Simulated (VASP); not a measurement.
Input:

```
Cu2SnZnSe4
1.0
   -2.92892     2.92892     5.82593
    2.92892    -2.92892     5.82593
    2.92892     2.92892    -5.82593
Zn Cu Sn Se
1 2 1 4
Direct
  0.75000   0.25000   0.50000
  0.25000   0.75000   0.50000
  0.00000   0.00000   0.00000
  0.50000   0.50000   0.00000
  0.62975   0.63653   0.52624
  0.36347   0.88971   0.99322
  0.11029   0.10351   0.47376
  0.89649   0.37025   0.00678
```

Level of theory: PBE GGA, VASP's PBE PAW potentials (set 64) (plane waves; VASP 6.6.1). Run with 300 eV cut-off, 4×4×4 Γ-centred mesh, first-order Methfessel-Paxton smearing of 0.27 eV, potentials Zn Cu Sn_d Se.

At this cut-off the stress carries a Pulay error, which pulls relaxed volumes low. Unless said otherwise, spin-orbit coupling is left out, though it shifts the bands of the heavy elements here.

Estimate the energy per atom (σ→0), pressure, largest force, band gap (on the k-mesh) with the smallest direct gap where there is one.

```json
{
 "band gap (on the k-mesh)": "none (metal, semimetal or under 0.01 eV)",
 "energy per atom (σ→0)": "-3.692 eV/atom",
 "pressure": "-2.45 GPa",
 "largest_force": "0.00127 Ha/bohr"
}
```

The structure comes from a computed database's ZnCu2SnSe4 entry, a phase known from measurement. The cell was not relaxed at this level. The k-mesh is coarse (spacing up to 0.38 per Å, 2π included), so the numbers may not be converged in it.
